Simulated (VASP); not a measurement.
Here is the system:

```
CELL_PARAMETERS angstrom
     -2.55319     2.55319     2.55319
      2.55319    -2.55319     2.55319
      2.55319     2.55319    -2.55319
ATOMIC_POSITIONS crystal
  K  0.00000 0.00000 0.00000
```

Level of theory: optB88-vdW, VASP's PBE PAW potentials (set 64) (plane waves; VASP). Run with 520 eV cut-off, 10×10×10 Γ-centred mesh, first-order Methfessel-Paxton smearing of 0.10 eV, potentials K_sv.

What does the run give for the energy per atom (σ→0), band gap (on the k-mesh) with the smallest direct gap where there is one?

```
Item                                                         Value
------------------------  ----------------------------------------
band gap (on the k-mesh)  none (metal, semimetal or under 0.01 eV)
energy per atom (σ→0)                                1.218 eV/atom
```

Total energies compare only between runs with the same potentials, cut-off and functional.

The compound is K in the bcc structure. This cell is one point of a volume scan, at 0.97 of the reference volume.
